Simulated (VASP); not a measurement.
Calculation: PBE GGA, VASP's PBE PAW potentials (set 64) (plane waves; VASP).

The input files of a VASP run:

**INCAR**
```
# general
SYSTEM   = Hf
PREC     = Accurate
ENCUT    = 400
LREAL    = .FALSE.   # projection in real space or not
LASPH    = .TRUE.   # aspherical one-centre terms
KSPACING = 0.6
KGAMMA   = .TRUE.

# electronic loop
EDIFF    = 1E-6
NELM     = 100   # most electronic steps
ALGO     = Normal   # blocked Davidson
LMAXMIX  = 6   # l cut-off of mixed one-centre charges

# smearing
ISMEAR   = 1
SIGMA    = 0.1

# functional
GGA      = PE   # PBE

# ions
ISIF     = 2

# output
LWAVE    = .FALSE.
LCHARG   = .FALSE.
```

**POSCAR**
```
Hf
3.1823460
  0.5008352329  -0.8655425903   0.0000000000
  0.5008352329   0.8655425903   0.0000000000
  0.0000000000   0.0000000000   1.5875391928
Hf
2
Cart
  0.5008352329   0.2885147738   0.3968847982
  0.5142696372  -0.2885147738   1.1906543946
```

POTCAR, in this order: Hf_pv (PBE.64 set). Program: vasp_std.

Output of the run:

### OUTCAR
```
 ion  position               nearest neighbor table
   1  0.333  0.667  0.250-   2 3.10   2 3.10   2 3.12   2 3.12   2 3.15   2 3.15
   2  0.680  0.347  0.750-   1 3.10   1 3.10   1 3.12   1 3.12   1 3.15   1 3.15
  LATTYP: Found a base centered orthorhombic cell.
 ALAT       =     3.1876620000
 B/A-ratio  =     1.7281982845
 C/A-ratio  =     1.5848916855
 Subroutine PRICEL returns:
 Original cell was already a primitive cell.
 Subroutine GETGRP returns: Found  4 space group operations
The static configuration has the point symmetry C_1 .
 The point group associated with its full space group is C_2h.
The dynamic configuration has the point symmetry C_1 .
 Subroutine INISYM returns: Found  4 space group operations
 Subroutine IBZKPT returns following result:
 Found     20 irreducible k-points:

 Following reciprocal coordinates:
            Coordinates               Weight
  0.000000  0.000000  0.000000      1.000000
  0.250000  0.000000  0.000000      2.000000
  0.000000  0.250000  0.000000      2.000000
  0.500000  0.000000  0.000000      1.000000
  0.000000  0.500000  0.000000      1.000000
  0.250000  0.250000  0.000000      2.000000
  0.500000  0.250000  0.000000      2.000000
  0.250000  0.500000  0.000000      2.000000
 -0.250000  0.250000  0.000000      2.000000
  0.500000  0.500000  0.000000      1.000000
  0.000000  0.000000  0.333333      2.000000
  0.250000  0.000000  0.333333      4.000000
  0.000000  0.250000 -0.333333      4.000000
  0.500000  0.000000  0.333333      2.000000
  0.000000  0.500000 -0.333333      2.000000
  0.250000  0.250000  0.333333      4.000000
  0.500000  0.250000  0.333333      4.000000
  0.250000  0.500000 -0.333333      4.000000
 -0.250000  0.250000  0.333333      4.000000
  0.500000  0.500000  0.333333      2.000000
   k-points           NKPTS =     20   k-points in BZ     NKDIM =     20   number of bands    NBANDS=     14
   number of dos      NEDOS =    301   number of ions     NIONS =      2
   total plane-waves  NPLWV =  20736
   dimension x,y,z NGX =    24 NGY =   24 NGZ =   36
   dimension x,y,z NGXF=    48 NGYF=   48 NGZF=   72
   ions per type =               2
   PREC   = accura    normal or accurate (medium, high low for compatibility)
   ISTART =      0    job   : 0-new  1-cont  2-samecut
   ICHARG =      2    charge: 1-file 2-atom 10-const
   ISPIN  =      1    spin polarized calculation?
   LNONCOLLINEAR =      F non collinear calculations
   LSORBIT =      F    spin-orbit coupling
   INIWAV =      1    electr: 0-lowe 1-rand  2-diag
   ENCUT  =  400.0 eV  29.40 Ry    5.42 a.u.   5.19  5.19  8.24*2*pi/ulx,y,z
   NELM   =    100;   NELMIN=  2; NELMDL= -5     # of ELM steps
   EDIFF  = 0.1E-05   stopping-criterion for ELM
   LREAL  =      F    real-space projection
   NLSPLINE    = F    spline interpolate recip. space projectors
   LMAXMIX     =    6 max onsite mixed and CHGCAR
   VOSKOWN=      0    Vosko Wilk Nusair interpolation
   EDIFFG = 0.1E-04   stopping-criterion for IOM
   NSW    =      0    number of steps for IOM
   NBLOCK =      1;   KBLOCK =      1    inner block; outer block
   IBRION =     -1    ionic relax: 0-MD 1-quasi-New 2-CG
   NFREE  =      0    steps in history (QN), initial steepest desc. (CG)
   ISIF   =      2    stress and relaxation
   ISYM   =      2    0-nonsym 1-usesym 2-fastsym
   TEIN   =    0.0    initial temperature
   TEBEG  =    0.0;   TEEND  =   0.0 temperature during run
   SMASS  =  -3.00    Nose mass-parameter (am)
   PSTRESS=    0.0 pullay stress
   NELECT =      20.0000    total number of electrons
   EFERMI =   0.00;   METHOD = LEGACY
   ISMEAR =     1;   SIGMA  =   0.10  broadening in eV -4-tet -1-fermi 0-gaus
   IALGO  =     38    algorithm
   LDIAG  =      T    sub-space diagonalisation (order eigenvalues)
...
```

**OSZICAR**
```
       N       E                     dE             d eps       ncg     rms          rms(c)
DAV:   1     0.421626492306E+02    0.42163E+02   -0.10261E+04   568   0.111E+03
DAV:   2    -0.186447152396E+02   -0.60807E+02   -0.59681E+02   692   0.243E+02
DAV:   3    -0.204788452574E+02   -0.18341E+01   -0.17912E+01   776   0.287E+01
DAV:   4    -0.204952512022E+02   -0.16406E-01   -0.16403E-01   656   0.348E+00
DAV:   5    -0.204955157886E+02   -0.26459E-03   -0.26451E-03   788   0.349E-01    0.655E+01
DAV:   6    -0.199800963127E+02    0.51542E+00   -0.49316E-01   584   0.543E+00    0.390E+01
DAV:   7    -0.197992086307E+02    0.18089E+00   -0.84159E-01   596   0.680E+00    0.206E+00
DAV:   8    -0.197889969260E+02    0.10212E-01   -0.56858E-02   614   0.183E+00    0.144E-01
DAV:   9    -0.197891105347E+02   -0.11361E-03   -0.12691E-03   788   0.278E-01    0.209E-01
DAV:  10    -0.197890952106E+02    0.15324E-04   -0.49156E-05   650   0.572E-02    0.231E-01
DAV:  11    -0.197890989848E+02   -0.37742E-05   -0.50955E-06   764   0.191E-02    0.927E-03
DAV:  12    -0.197890991551E+02   -0.17028E-06   -0.34679E-07   430   0.490E-03
   1 F= -.19789099E+02 E0= -.19787230E+02  d E =-.560673E-02
```

File OUTCAR:
```
------------------------ aborting loop because EDIFF is reached ----------------------------------------
  FORCE on cell =-STRESS in cart. coord.  units (eV):
  Direction    XX          YY          ZZ          XY          YZ          ZX
  --------------------------------------------------------------------------------------
  Total        1.1487073      1.2063356     -1.0606882     -0.3049798      0.0000000      0.0000000
  in kB       41.4896738     43.5711242    -38.3105484    -11.0154352      0.0000000      0.0000000
  external PRESSURE =      15.5834165 kB  Pullay stress =       0.0000000 kB
  volume of cell :       44.36
      direct lattice vectors                 reciprocal lattice vectors
     1.593831000 -2.754456000  0.000000000     0.313709546 -0.181524047  0.000000000
     1.593831000  2.754456000  0.000000000     0.313709546  0.181524047  0.000000000
     0.000000000  0.000000000  5.052099000     0.000000000  0.000000000  0.197937531
 POSITION                                       TOTAL-FORCE (eV/Angst)
 -----------------------------------------------------------------------------------
      1.59383      0.91815      1.26302         0.018976      0.028429     -0.000000
      1.63658     -0.91815      3.78907        -0.018976     -0.028429      0.000000
 -----------------------------------------------------------------------------------
    total drift:                                0.000005     -0.000000     -0.000000
  FREE ENERGIE OF THE ION-ELECTRON SYSTEM (eV)
  ---------------------------------------------------
  free  energy   TOTEN  =       -19.7890991551 eV

  energy  without entropy=      -19.7834924211  energy(sigma->0) =      -19.78723024
```
(Selected blocks of OUTCAR.)

The compound is Hf in the hcp structure. The cell was not relaxed at this level, atoms are displaced from their ideal sites. The run is one of a series of settings (KGAMMA = .TRUE., KSPACING = 0.6, KPOINTS file removed against the base run), some of them coarse on purpose.
